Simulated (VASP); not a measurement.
Runs of VASP 6.6.1 on Mo. Symmetry: Im-3m, No. 229, cubic system. The conventional cell has a = 3.168 Å, b = 3.168 Å, c = 3.168 Å, α = 90.00°, β = 90.00°, γ = 90.00°. Around Mo (site symmetry m-3m) lie 8 Mo at 2.74 Å. 

```csv
level,potentials or basis,cutoff (eV),gap on the mesh (eV),pressure (GPa),relaxed volume (Å³/atom)
RPBE,"VASP PAW PBE potentials, release 64 (Mo_sv)",600,none,0.0,(b)
LDA,"VASP PAW LDA potentials, release 64 (Mo_sv)",600,none,0.0,15.12
PBEsol,"VASP PAW PBE potentials, release 64 (Mo_sv)",300,none,0.0,15.32
PBEsol,"VASP PAW PBE potentials, release 64 (Mo)",580,none,0.0,(a)
PBEsol,"VASP PAW PBE potentials, release 64 (Mo_sv)",600,none,0.0,15.35
```

Alike in all rows: task relaxation of cell and atoms; no spin polarisation; cell relaxed; k mesh 18 × 18 × 18; smearing gaussian 0.1 eV.

Task: Fill in the values left out.

Result: (a) 15.20; (b) 16.02.

Caveats: the PAW data sets were made with another functional, which shifts forces and pressure a little (some runs); the cutoff is under 1.25 times the usual one of these potentials, so pressure, stress and relaxed cells hold a basis-set (Pulay) error (some runs).

A k mesh can miss the band edges, and the runs leave out spin-orbit coupling on Mo.

A gap of «none» marks a metal or a gap under the smearing width.

The runs don't all hold the same shells in valence.
